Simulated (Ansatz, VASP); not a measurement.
**Cross-check of Ni3Sn4 between VASP and Ansatz**

Wanted: the spread between two codes on one cell, functional and k mesh.

Program: Ansatz 0.2.0. Level of theory: plane waves, with VASP 6.6.1 beside it; single point at PBEsol. Results are calculated unless marked as measured.

**1. The starting structure**

The structure is monoclinic, space group C2/m (No. 12). The conventional cell has a = 12.214 Å, b = 4.060 Å, c = 5.219 Å, α = 90.00°, β = 105.00°, γ = 90.00°. Sn has 5 Ni at 2.61 to 2.77 Å nearest. Nearest to Sn lie 5 Ni at 2.54 to 2.68 Å. Ni has 3 Ni at 2.65 to 2.75 Å and 7 Sn at 2.65 to 2.77 Å nearest. Nearest to Ni lie 6 Sn at 2.54 to 2.61 Å and 2 Ni at 2.75 Å. Farther neighbours are not listed.

**2. VASP: single point, PBEsol**

A single point gives forces, pressure and levels at one fixed geometry, so differences don't come from the geometry; what else differs is listed under the comparison.

Lines of VASP's logs that name or quote its potential files are left out, and so is its time.

Contents of INCAR:

```
SYSTEM = Ni3Sn4
PREC = Normal
ENCUT = 350
EDIFF = 1E-06
NELM = 150
ISMEAR = 0
SIGMA = 0.05
LREAL = .FALSE.
ALGO = Normal
GGA = PS
NBANDS = 34
ISPIN = 2
MAGMOM = 0 0 0 0 1 -1 1
LMAXMIX = 4
LORBIT = 11
LWAVE = .FALSE.
LCHARG = .FALSE.
KPAR = 2
AMIX = 0.2
BMIX = 1E-04
AMIX_MAG = 0.8
BMIX_MAG = 1E-04
```

Contents of POSCAR:

```
Ni3Sn4
1.0
    6.1070000000     -2.0300000000      0.0000000000
    6.1070000000      2.0300000000      0.0000000000
   -1.3507765964      0.0000000000      5.0411668874
Sn Ni
4 3
Direct
    0.5714000000      0.5714000000      0.3136000000
    0.4286000000      0.4286000000      0.6864000000
    0.8282000000      0.8282000000      0.1877000000
    0.1718000000      0.1718000000      0.8123000000
    0.7853000000      0.7853000000      0.6631000000
    0.2147000000      0.2147000000      0.3369000000
    0.0000000000      0.0000000000      0.0000000000
```

Contents of KPOINTS:

```
Automatic mesh
0
Gamma
5 5 4
0 0 0
```

The projector-augmented-wave data sets are Sn and Ni (PBE family, release 64).

Launch:

```bash
> mpirun -np 2 vasp_std
```

Numbers of over 12 decimals in the logs are rounded to 6 here.

The program printed:

```text
[banner, memory and clock lines left out]
running    2 mpi-ranks, on    1 nodes
 distrk:  each k-point on    1 cores,    2 groups
 distr:  one band on    1 cores,    1 groups

 POSCAR found type information on POSCAR SnNi
 POSCAR found :  2 types and       7 ions
|                                                                             |
|               ----> ADVICE to this user running VASP <----                  |
|                                                                             |
|     You enforced a specific xc type in the INCAR file but a different       |
|     [... a line on the potential file left out ...]
|     I HOPE YOU KNOW WHAT YOU ARE DOING!                                     |
|                                                                             |

 LDA part: xc-table for (Slater+PW92), standard interpolation
 POSCAR, INCAR and KPOINTS ok, starting setup
 FFT: planning ... GRIDC
 FFT: planning ... GRID_SOFT
 FFT: planning ... GRID
 WAVECAR not read
 entering main loop
       N       E                     dE             d eps       ncg     rms          rms(c)
DAV:   1     0.231623093973E+03    0.23162E+03   -0.14169E+04  4488   0.982E+02
DAV:   2    -0.250307163178E+02   -0.25665E+03   -0.24294E+03  4556   0.256E+02
DAV:   3    -0.399971070237E+02   -0.14966E+02   -0.14295E+02  5422   0.747E+01
DAV:   4    -0.403266885712E+02   -0.32958E+00   -0.32763E+00  5250   0.104E+01
DAV:   5    -0.403348454569E+02   -0.81569E-02   -0.81521E-02  6062   0.164E+00    0.191E+01
DAV:   6    -0.396361918344E+02    0.69865E+00   -0.22289E+01  5290   0.680E+01    0.135E+01
DAV:   7    -0.376534956991E+02    0.19827E+01   -0.45716E+00  5426   0.370E+01    0.592E+00
DAV:   8    -0.376009801758E+02    0.52516E-01   -0.13813E+00  6708   0.200E+01    0.586E+00
DAV:   9    -0.374415619363E+02    0.15942E+00   -0.66991E-01  6644   0.180E+01    0.351E+00
DAV:  10    -0.373330103426E+02    0.10855E+00   -0.30735E-01  5294   0.949E+00    0.140E+00
DAV:  11    -0.373282765937E+02    0.47337E-02   -0.51607E-02  5688   0.337E+00    0.676E-01
DAV:  12    -0.373276208971E+02    0.65570E-03   -0.10206E-02  5178   0.113E+00    0.390E-01
DAV:  13    -0.373265600025E+02    0.10609E-02   -0.21009E-03  5300   0.102E+00    0.266E-01
DAV:  14    -0.373260172361E+02    0.54277E-03   -0.10371E-03  6176   0.776E-01    0.155E-01
DAV:  15    -0.373256814949E+02    0.33574E-03   -0.77588E-04  5370   0.200E-01    0.579E-02
DAV:  16    -0.373256644748E+02    0.17020E-04   -0.11089E-04  5900   0.889E-02    0.293E-02
DAV:  17    -0.373256641052E+02    0.36955E-06   -0.24698E-05  5986   0.489E-02    0.108E-02
DAV:  18    -0.373256629954E+02    0.11099E-05   -0.43517E-06  4674   0.209E-02    0.566E-03
DAV:  19    -0.373256630523E+02   -0.56948E-07   -0.46774E-07  2378   0.674E-03
   1 F= -.37325663E+02 E0= -.37321956E+02  d E =-.741440E-02  mag=     0.0000
```

Parts of OUTCAR (step 2):

```text
ion  position               nearest neighbor table
   1  0.571  0.571  0.314-   7 2.61   7 2.61   6 2.66   6 2.66   5 2.77   2 2.93   4 3.28   4 3.28
                             2 3.29   3 3.37   3 3.52   3 3.52
   2  0.429  0.429  0.686-   7 2.61   7 2.61   5 2.66   5 2.66   6 2.77   1 2.93   3 3.28   3 3.28
                             1 3.29   4 3.37   4 3.52   4 3.52
   3  0.828  0.828  0.188-   7 2.54   5 2.65   5 2.67   6 2.68   6 2.68   4 3.11   4 3.11   2 3.28
                             2 3.28   1 3.37   1 3.52   1 3.52
   4  0.172  0.172  0.812-   7 2.54   6 2.65   6 2.67   5 2.68   5 2.68   3 3.11   3 3.11   1 3.28
                             1 3.28   2 3.37   2 3.52   2 3.52
   5  0.785  0.785  0.663-   6 2.65   6 2.65   3 2.65   2 2.66   2 2.66   3 2.67   4 2.68   4 2.68
                             7 2.75   1 2.77
   6  0.215  0.215  0.337-   5 2.65   5 2.65   4 2.65   1 2.66   1 2.66   4 2.67   3 2.68   3 2.68
                             7 2.75   2 2.77
   7  0.000  0.000  0.000-   3 2.54   4 2.54   1 2.61   1 2.61   2 2.61   2 2.61   5 2.75   6 2.75

  LATTYP: Found a base centered monoclinic cell.
 ALAT       =    12.2140000000
 B/A-ratio  =     0.3324054364
 C/A-ratio  =     0.4272965449
 COS(beta)  =    -0.2588190451

 Subroutine GETGRP returns: Found  4 space group operations
 (whereof  4 operations were pure point group operations)

The static configuration has the point symmetry C_2h.

 Found     33 irreducible k-points:

   k-points           NKPTS =     33   k-points in BZ     NKDIM =     33   number of bands    NBANDS=     34

   dimension x,y,z NGX =    30 NGY =   30 NGZ =   24
   dimension x,y,z NGXF=    60 NGYF=   60 NGZF=   48

   ENCUT  =  350.0 eV  25.72 Ry    5.07 a.u.   9.82  9.82  7.96*2*pi/ulx,y,z

   NELECT =      46.0000    total number of electrons

 k-points in reciprocal lattice and weights: Automatic mesh
   0.00000000  0.00000000  0.00000000       0.010
   0.20000000  0.00000000  0.00000000       0.040
   0.40000000  0.00000000 -0.00000000       0.040
   0.20000000  0.20000000  0.00000000       0.020
   0.40000000  0.20000000  0.00000000       0.040
  -0.40000000  0.20000000  0.00000000       0.040
  -0.20000000  0.20000000  0.00000000       0.020
   0.40000000  0.40000000 -0.00000000       0.020
  -0.40000000  0.40000000  0.00000000       0.020
[...]
0.40000000  0.40000000  0.50000000       0.020
  -0.40000000  0.40000000  0.50000000       0.020

 average (electrostatic) potential at core
       1 -41.4930       2 -41.4930       3 -41.5495       4 -41.5495       5 -83.7571
       6 -83.7572       7 -83.8010

 E-fermi :   7.2349

 spin component 1
 k-point     1 :       0.0000    0.0000    0.0000
  band No.  band energies     occupation
    ...
     19       5.8346      1.00000
     20       5.9999      1.00000
     21       6.4702      1.00000
     22       6.9393      1.00000
     23       7.0434      1.00000
     24       7.7925      0.00000
     25       8.0708      0.00000
     26       9.0813      0.00000
     27      11.4227      0.00000
     28      11.4603      0.00000
    ...

 k-point     2 :       0.2000    0.0000    0.0000
  band No.  band energies     occupation
    ...
     20       5.9054      1.00000
     21       6.2587      1.00000
     22       6.4268      1.00000
     23       6.5582      1.00000
     24       7.1205      0.99940
     25       8.9289      0.00000
     26       9.3468      0.00000
     27      10.2506      0.00000
     28      11.1181      0.00000
     29      11.5890      0.00000
    ...

 k-point     3 :       0.4000    0.0000   -0.0000
  band No.  band energies     occupation
    ...
     20       5.9368      1.00000
     21       5.9793      1.00000
     22       6.1373      1.00000
     23       6.3848      1.00000
     24       6.8283      1.00000
     25       7.8137      0.00000
     26       8.3560      0.00000
     27       9.1920      0.00000
     28      10.0669      0.00000
     29      10.3513      0.00000
    ...

 k-point     4 :       0.2000    0.2000    0.0000
  band No.  band energies     occupation
    ...
     18       5.7409      1.00000
     19       5.9486      1.00000
     20       6.0987      1.00000
     21       6.4800      1.00000
     22       6.4892      1.00000
     23       7.2932      0.04971
     24       7.7438      0.00000
     25       8.6723      0.00000
     26       9.5247      0.00000
     27      10.3058      0.00000
    ...

 k-point     5 :       0.4000    0.2000    0.0000
  band No.  band energies     occupation
    ...
     19       5.9984      1.00000
     20       6.0561      1.00000
     21       6.1477      1.00000
     22       6.4930      1.00000
     23       6.8952      1.00000
     24       7.7888      0.00000
     25       8.3549      0.00000
     26       9.3514      0.00000
     27       9.5381      0.00000
     28      10.1508      0.00000
    ...

 k-point     6 :      -0.4000    0.2000    0.0000
  band No.  band energies     occupation
    ...
     20       5.8821      1.00000
     21       6.0343      1.00000
     22       6.1784      1.00000
     23       6.4526      1.00000
     24       6.9137      1.00000
     25       7.7999      0.00000
     26       8.2477      0.00000
     27       8.9724      0.00000
     28       9.5820      0.00000
     29      10.1346      0.00000
    ...

  Total       -2.1072115     -1.7288544     -1.7035215      0.0000000      0.0000000     -0.2082482
  in kB      -27.0105659    -22.1607256    -21.8360041      0.0000000      0.0000000     -2.6693583
  external PRESSURE =     -23.6690985 kB  Pullay stress =       0.0000000 kB

  energy-cutoff  :      350.00
  volume of cell :      124.99
      direct lattice vectors                 reciprocal lattice vectors
     6.107000000 -2.030000000  0.000000000     0.081873260 -0.246305419  0.021937874
     6.107000000  2.030000000  0.000000000     0.081873260  0.246305419  0.021937874
    -1.350776596  0.000000000  5.041166887     0.000000000  0.000000000  0.198366771

 POSITION                                       TOTAL-FORCE (eV/Angst)
 -----------------------------------------------------------------------------------
      6.55548      0.00000      1.58091         0.112759      0.000000     -0.053718
      4.30775      0.00000      3.46026        -0.112762      0.000000      0.053721
      9.86209      0.00000      0.94623         0.027960      0.000000     -0.017109
      1.00113      0.00000      4.09494        -0.027965      0.000000      0.017115
      8.69595      0.00000      3.34280        -0.020273      0.000000      0.016893
      2.16727      0.00000      1.69837         0.020288      0.000000     -0.016890
      0.00000      0.00000      0.00000        -0.000007      0.000000     -0.000012
 -----------------------------------------------------------------------------------
    total drift:                                0.000016      0.000000      0.000002

  FREE ENERGIE OF THE ION-ELECTRON SYSTEM (eV)
  ---------------------------------------------------
  free  energy   TOTEN  =       -37.3256630523 eV

  energy  without entropy=      -37.3182486561  energy(sigma->0) =      -37.32195585

 total charge
# of ion       s       p       d       tot
------------------------------------------
    1        1.391   1.679   0.211   3.281
    2        1.391   1.679   0.211   3.281
    3        1.394   1.677   0.213   3.284
    4        1.394   1.677   0.213   3.284
    5        0.424   0.451   8.441   9.316
    6        0.424   0.451   8.441   9.316
    7        0.449   0.466   8.439   9.353
--------------------------------------------------
tot          6.866   8.078  26.170  41.114

 magnetization (x)
# of ion       s       p       d       tot
------------------------------------------
    1        0.000  -0.000  -0.000  -0.000
    2        0.000   0.000  -0.000   0.000
    3        0.000  -0.000  -0.000  -0.000
    4        0.000  -0.000  -0.000  -0.000
    5        0.000   0.000  -0.000  -0.000
    6       -0.000  -0.000   0.000   0.000
    7        0.000   0.000   0.000   0.000
--------------------------------------------------
tot          0.000  -0.000   0.000   0.000

[... 4 further parts left out ...]
```

The moments of VASP's start collapse, so its state is non-magnetic. The k-mesh is coarse for a metal. LASPH is off, so gradient terms of the non-spherical density inside the spheres are left out; for open d or f shells this can shift gaps and moments. The PAW data sets were made with PBE, which is usual practice but a small mismatch for other functionals. The data set Sn keeps the semicore shell frozen, which is cheaper and a little less accurate.

(Continued in part 2 of 2.)

[Lines on the potential files, build, host, timing and source positions are cut from VASP's logs without a mark.]

[Logs are printed without paths, hosts, clocks, repeated set-up lines and the standing remarks that a program may print on its own settings, such as how far it seeks lower states.]

[Hosts, paths, dates, database ids (printed as entryN), source tags and the programs' standing remarks are cut or masked in the printed files.]
